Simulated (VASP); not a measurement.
Energy against volume of CsPbCl3 (cubic perovskite). These are TPSS meta-GGA, VASP's PBE PAW potentials (set 64) (plane waves; VASP) values and carry that method's errors. Run with 520 eV cut-off, 4×4×4 Γ-centred mesh, Gaussian smearing of 0.050 eV, potentials Cs_sv Pb_d Cl.

```csv
V (Å³/atom),E (eV/atom)
35.599,-8.31855
36.735,-8.32700
37.871,-8.32995
39.007,-8.32828
```

Question: Fit these four points and predict the energy of the run at 40.143 Å³/atom.

Answer: A cubic in V^(−2/3), the third-order Birch-Murnaghan form, passes through the four points with V0 = 38.00 Å³/atom and B0 = 21 GPa, and gives -8.3227 eV/atom there. The run gave -8.3227 eV/atom, +0.0 meV/atom from the fit; all five points give B0 = 21 GPa.

The compound is CsPbCl3 in the cubic perovskite structure, the ideal cubic form; the compound distorts at low or room temperature. It was relaxed first, which changed the volume by +8 %.
